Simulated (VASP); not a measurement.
VASP input:

POSCAR:
```
Sc
1
    1.6881000000    -2.9238750000     0.0000000000
    1.6881000000     2.9238750000     0.0000000000
    0.0000000000     0.0000000000     5.3754000000
Sc
2
Direct
  0.3333330000   0.6666670000   0.2500000000
  0.6666670000   0.3333330000   0.7500000000
```

**KPOINTS**
```
Automatic mesh
0
Gamma
9 9 5
0 0 0
```

### INCAR
```
SYSTEM = Sc
PREC = Accurate
ENCUT = 400
EDIFF = 1E-6
NELM = 60
ALGO = VeryFast
LREAL = .FALSE.
LASPH = .TRUE.
ISMEAR = 1
SIGMA = 0.1
GGA = PE
LMAXMIX = 4
LWAVE = .FALSE.
LCHARG = .FALSE.
ISIF = 2
NELMDL = -1
```

POTCAR, in this order: Sc_sv (PBE.64 set). Program: vasp_std.

What happens when VASP runs on this input?

There is a fault: ALGO = VeryFast starts from random orbitals with almost no delay (NELMDL = -1). The run did not converge; its last values are not results. Against the sound run, the energy per atom (σ→0) rises by 588.058 eV/atom; the pressure rises by 18.70 GPa.

**standard output**
```
...
RMM:  23     0.116371371673E+04   -0.11733E-01   -0.11288E-01  2118   0.831E-01    0.827E+00
RMM:  24     0.116370482974E+04   -0.88870E-02   -0.86751E-02  1999   0.647E-01    0.873E+00
RMM:  25     0.116369771790E+04   -0.71118E-02   -0.68771E-02  1978   0.617E-01    0.859E+00
RMM:  26     0.116369206258E+04   -0.56553E-02   -0.53524E-02  1960   0.599E-01    0.902E+00
RMM:  27     0.116368755902E+04   -0.45036E-02   -0.43331E-02  2087   0.481E-01    0.881E+00
RMM:  28     0.116368419201E+04   -0.33670E-02   -0.34040E-02  2074   0.393E-01    0.741E+00
RMM:  29     0.116368171483E+04   -0.24772E-02   -0.27893E-02  1951   0.347E-01    0.663E+00
RMM:  30     0.116367986388E+04   -0.18509E-02   -0.22547E-02  2032   0.365E-01    0.512E+00
RMM:  31     0.116367827291E+04   -0.15910E-02   -0.19062E-02  2105   0.374E-01    0.353E+00
RMM:  32     0.116367682670E+04   -0.14462E-02   -0.15667E-02  2085   0.303E-01    0.219E+00
RMM:  33     0.116367551811E+04   -0.13086E-02   -0.13325E-02  2118   0.255E-01    0.130E+00
RMM:  34     0.116367438481E+04   -0.11333E-02   -0.11252E-02  2139   0.193E-01    0.696E-01
RMM:  35     0.116367340622E+04   -0.97859E-03   -0.96329E-03  2115   0.157E-01    0.406E-01
WARNING in EDDRMM: call to ZHEGV failed, returncode =   6  3      7
RMM:  36     0.116367258044E+04   -0.82578E-03   -0.82709E-03  1916   0.137E-01    0.214E-01
RMM:  37     0.116367185723E+04   -0.72321E-03   -0.72133E-03  1931   0.120E-01    0.116E-01
RMM:  38     0.116367122377E+04   -0.63346E-03   -0.62893E-03  1584   0.108E-01    0.820E-02
RMM:  39     0.116367066349E+04   -0.56028E-03   -0.55506E-03  1789   0.101E-01    0.585E-02
RMM:  40     0.116367017070E+04   -0.49279E-03   -0.48831E-03  1537   0.863E-02    0.331E-02
RMM:  41     0.116366973115E+04   -0.43955E-03   -0.43480E-03  1358   0.835E-02    0.212E-02
RMM:  42     0.116366934244E+04   -0.38871E-03   -0.38515E-03  1480   0.794E-02    0.195E-02
RMM:  43     0.116366899283E+04   -0.34961E-03   -0.34632E-03  1325   0.672E-02    0.292E-02
RMM:  44     0.116366868109E+04   -0.31174E-03   -0.30889E-03  1281   0.646E-02    0.432E-02
RMM:  45     0.116366839915E+04   -0.28195E-03   -0.27994E-03  1289   0.591E-02    0.494E-02
WARNING in EDDRMM: call to ZHEGV failed, returncode =   6  3     12
RMM:  46     0.116366814596E+04   -0.25319E-03   -0.25125E-03  1288   0.559E-02    0.596E-02
RMM:  47     0.116366791488E+04   -0.23107E-03   -0.22943E-03  1261   0.515E-02    0.679E-02
RMM:  48     0.116366770644E+04   -0.20844E-03   -0.20696E-03  1215   0.504E-02    0.760E-02
RMM:  49     0.116366751501E+04   -0.19143E-03   -0.19022E-03  1227   0.478E-02    0.844E-02
RMM:  50     0.116366734149E+04   -0.17352E-03   -0.17237E-03  1244   0.475E-02    0.917E-02
RMM:  51     0.116366718116E+04   -0.16033E-03   -0.15932E-03  1216   0.447E-02    0.987E-02
RMM:  52     0.116366703537E+04   -0.14579E-03   -0.14487E-03  1221   0.429E-02    0.105E-01
RMM:  53     0.116366690003E+04   -0.13535E-03   -0.13455E-03  1197   0.404E-02    0.110E-01
RMM:  54     0.116366677651E+04   -0.12352E-03   -0.12270E-03  1177   0.379E-02    0.116E-01
RMM:  55     0.116366666149E+04   -0.11502E-03   -0.11434E-03  1150   0.367E-02    0.121E-01
RMM:  56     0.116366655631E+04   -0.10517E-03   -0.10454E-03  1163   0.357E-02    0.126E-01
RMM:  57     0.116366645809E+04   -0.98228E-04   -0.97701E-04  1118   0.356E-02    0.130E-01
RMM:  58     0.116366636808E+04   -0.90008E-04   -0.89462E-04  1126   0.355E-02    0.135E-01
RMM:  59     0.116366628368E+04   -0.84402E-04   -0.83929E-04  1174   0.367E-02    0.139E-01
RMM:  60     0.116366620626E+04   -0.77421E-04   -0.76951E-04  1152   0.339E-02

 -----------------------------------------------------------------------------
|                                                                             |
|           W    W    AA    RRRRR   N    N  II  N    N   GGGG   !!!           |
|           W    W   A  A   R    R  NN   N  II  NN   N  G    G  !!!           |
|           W    W  A    A  R    R  N N  N  II  N N  N  G       !!!           |
|           W WW W  AAAAAA  RRRRR   N  N N  II  N  N N  G  GGG   !            |
|           WW  WW  A    A  R   R   N   NN  II  N   NN  G    G                |
|           W    W  A    A  R    R  N    N  II  N    N   GGGG   !!!           |
|                                                                             |
|     The electronic self-consistency was not achieved in the given           |
|     number of steps (NELM). The forces and other quantities evaluated       |
|     might not be reliable so examine the results carefully. If you find     |
|     spurious results, we suggest increasing NELM, if you were close to      |
|     convergence or switching to a different ALGO or adjusting the           |
|     density mixing parameters otherwise.                                    |
|                                                                             |
 -----------------------------------------------------------------------------

   1 F= 0.11636662E+04 E0= 0.11636664E+04  d E =-.527923E-03
```

### OUTCAR
```
------------------------ aborting loop EDIFF was not reached (unconverged)  ----------------------------
  FORCE on cell =-STRESS in cart. coord.  units (eV):
  Direction    XX          YY          ZZ          XY          YZ          ZX
  --------------------------------------------------------------------------------------
  Total        4.6415659      4.6415660      5.7580416     -0.0000000      0.0000000      0.0000000
  in kB      140.1449159    140.1449189    173.8551756     -0.0000000      0.0000000      0.0000000
  external PRESSURE =     151.3816701 kB  Pullay stress =       0.0000000 kB
  volume of cell :       53.06
      direct lattice vectors                 reciprocal lattice vectors
     1.688100000 -2.923875000  0.000000000     0.296190984 -0.171005942  0.000000000
     1.688100000  2.923875000  0.000000000     0.296190984  0.171005942  0.000000000
     0.000000000  0.000000000  5.375400000     0.000000000  0.000000000  0.186032667
 POSITION                                       TOTAL-FORCE (eV/Angst)
 -----------------------------------------------------------------------------------
      1.68810      0.97463      1.34385        -0.000000      0.000000      0.000000
      1.68810     -0.97463      4.03155         0.000000     -0.000000      0.000000
 -----------------------------------------------------------------------------------
    total drift:                               -0.000060      0.000142     -0.000010
  FREE ENERGIE OF THE ION-ELECTRON SYSTEM (eV)
  ---------------------------------------------------
  free  energy   TOTEN  =      1163.6662062562 eV

  energy  without entropy=     1163.6667341796  energy(sigma->0) =     1163.66638223
```
(Selected blocks of OUTCAR.)

To mend it, set ALGO = Normal, remove NELMDL.

The mended run (PBE GGA, plane waves, VASP's PBE PAW potentials (set 64)) converges, and its OSZICAR ends with
```
   1 F= -.12451141E+02 E0= -.12450463E+02  d E =-.203451E-02
```

The compound is Sc in the hcp structure. The cell was not relaxed at this level.
